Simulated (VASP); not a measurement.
```
CELL_PARAMETERS angstrom
      1.52279    -2.63756     0.00000
      1.52279     2.63756     0.00000
      0.00000     0.00000     4.84931
ATOMIC_POSITIONS crystal
  Al 0.66667 0.33333 0.49923
  Al 0.33333 0.66667 0.99923
  N  0.66667 0.33333 0.88277
  N  0.33333 0.66667 0.38277
```

Calculation: PBE GGA, VASP's PBE PAW potentials (set 64) (plane waves; VASP). Run with 620 eV cut-off, 8×8×5 Γ-centred mesh, Gaussian smearing of 0.050 eV, potentials Al N.

Q: What does the run give for the energy per atom (σ→0), pressure?

A: 
| Quantity | Result |
|---|---|
| energy per atom (σ→0) | -7.393 eV/atom |
| pressure | 20.02 GPa |

The compound is AlN in the wurtzite structure. It was relaxed first under an external pressure of 20 GPa.
